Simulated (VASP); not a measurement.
Method: revPBE GGA, VASP's PBE PAW potentials (set 64) (plane waves; VASP 6.6.1).

A VASP calculation is set up with these files.

**POSCAR**
```
Sr
1.0
  0.0000000000   3.0615217566   3.0615217566
  3.0615217566   0.0000000000   3.0615217566
  3.0615217566   3.0615217566   0.0000000000
Sr
1
direct
  0.0000000000   0.0000000000   0.0000000000
```

**INCAR**
```
# general
SYSTEM   =  Sr
PREC     =  Accurate
ENCUT    =  520
LREAL    =  .False.
LASPH    =  .True.

# electronic loop
EDIFF    =  1E-6
NELM     =  100
ALGO     =  Normal
LMAXMIX  =  4

# smearing
ISMEAR   =  0
SIGMA    =  0.05

# functional
GGA      =  RE

# ions
IBRION   =  2
NSW      =  60
ISIF     =  3
EDIFFG   =  -0.01

# output
LWAVE    =  .False.
LCHARG   =  .False.
```

File KPOINTS:
```
Automatic mesh
0
Gamma
7 7 7
0 0 0
```

POTCAR, in this order: Sr_sv (PBE.64 set). Program: vasp_std.

Output of the run:

File OSZICAR:
```
       N       E                     dE             d eps       ncg     rms          rms(c)
DAV:   1     0.431770313778E+02    0.43177E+02   -0.47056E+03   360   0.929E+02
DAV:   2     0.355342076679E+00   -0.42822E+02   -0.42525E+02   387   0.173E+02
DAV:   3    -0.140225811293E+01   -0.17576E+01   -0.17456E+01   551   0.294E+01
DAV:   4    -0.147027974921E+01   -0.68022E-01   -0.67980E-01   515   0.480E+00
DAV:   5    -0.147084311947E+01   -0.56337E-03   -0.56329E-03   569   0.365E-01    0.109E+01
DAV:   6    -0.147684797797E+01   -0.60049E-02   -0.94875E-03   409   0.131E+00    0.612E+00
DAV:   7    -0.148143595294E+01   -0.45880E-02   -0.16913E-02   400   0.176E+00    0.365E-01
DAV:   8    -0.148156134663E+01   -0.12539E-03   -0.20128E-03   501   0.349E-01    0.154E-01
DAV:   9    -0.148159500084E+01   -0.33654E-04   -0.99963E-05   469   0.106E-01    0.434E-02
DAV:  10    -0.148161272241E+01   -0.17722E-04   -0.21497E-05   451   0.419E-02    0.391E-02
DAV:  11    -0.148161190752E+01    0.81489E-06   -0.12655E-06   393   0.117E-02
   1 F= -.14816119E+01 E0= -.14793260E+01  d E =-.148161E+01
       N       E                     dE             d eps       ncg     rms          rms(c)
DAV:   1    -0.148268309916E+01   -0.10704E-02   -0.26383E-02   379   0.136E+00    0.262E-01
DAV:   2    -0.148195766205E+01    0.72544E-03   -0.23169E-03   402   0.483E-01    0.103E-01
DAV:   3    -0.148166320917E+01    0.29445E-03   -0.92204E-04   534   0.200E-01    0.594E-02
DAV:   4    -0.148168377711E+01   -0.20568E-04   -0.77357E-05   651   0.547E-02    0.427E-02
DAV:   5    -0.148169842817E+01   -0.14651E-04   -0.65609E-05   554   0.524E-02    0.647E-03
DAV:   6    -0.148169834081E+01    0.87358E-07   -0.20027E-06   362   0.122E-02
   2 F= -.14816983E+01 E0= -.14794418E+01  d E =-.864333E-04
       N       E                     dE             d eps       ncg     rms          rms(c)
DAV:   1    -0.148265870582E+01   -0.96028E-03   -0.24992E-02   376   0.133E+00    0.254E-01
DAV:   2    -0.148197771614E+01    0.68099E-03   -0.22139E-03   401   0.471E-01    0.999E-02
DAV:   3    -0.148169728062E+01    0.28044E-03   -0.86812E-04   533   0.194E-01    0.570E-02
DAV:   4    -0.148171624316E+01   -0.18963E-04   -0.74036E-05   647   0.533E-02    0.414E-02
DAV:   5    -0.148172993254E+01   -0.13689E-04   -0.58112E-05   544   0.493E-02    0.555E-03
DAV:   6    -0.148172966008E+01    0.27245E-06   -0.23992E-06   366   0.128E-02
   3 F= -.14817297E+01 E0= -.14795075E+01  d E =-.117753E-03
```

### OUTCAR
```
------------------------ aborting loop because EDIFF is reached ----------------------------------------
  FORCE on cell =-STRESS in cart. coord.  units (eV):
  Direction    XX          YY          ZZ          XY          YZ          ZX
  --------------------------------------------------------------------------------------
  Total        0.0002114      0.0002114      0.0002114     -0.0000000      0.0000000     -0.0000000
  in kB        0.0058557      0.0058557      0.0058557     -0.0000000      0.0000000     -0.0000000
  external PRESSURE =       0.0058557 kB  Pullay stress =       0.0000000 kB
  volume of cell :       57.85
      direct lattice vectors                 reciprocal lattice vectors
     0.000000000  3.069606152  3.069606152    -0.162887346  0.162887346  0.162887346
     3.069606152 -0.000000000  3.069606152     0.162887346 -0.162887346  0.162887346
     3.069606152  3.069606152 -0.000000000     0.162887346  0.162887346 -0.162887346
 POSITION                                       TOTAL-FORCE (eV/Angst)
 -----------------------------------------------------------------------------------
      0.00000      0.00000      0.00000         0.000000      0.000000      0.000000
 -----------------------------------------------------------------------------------
    total drift:                               -0.000000     -0.000000     -0.000000
  FREE ENERGIE OF THE ION-ELECTRON SYSTEM (eV)
  ---------------------------------------------------
  free  energy   TOTEN  =        -1.4817296601 eV

  energy  without entropy=       -1.4772853422  energy(sigma->0) =       -1.47950750

 reached required accuracy - stopping structural energy minimisation
```
(Selected blocks of OUTCAR.)

**CONTCAR**
```
Sr
   1.00000000000000
     0.0000000000000000    3.0696061524104485    3.0696061524104485
     3.0696061524104485   -0.0000000000000000    3.0696061524104485
     3.0696061524104485    3.0696061524104485   -0.0000000000000000
  Sr
     1
Direct
     0.0000000000000000    0.0000000000000000    0.0000000000000000
```

The compound is Sr in the fcc structure. This run relaxes it. Symmetry was kept, so distortions that lower it aren't found. The start is the result of an earlier pass.
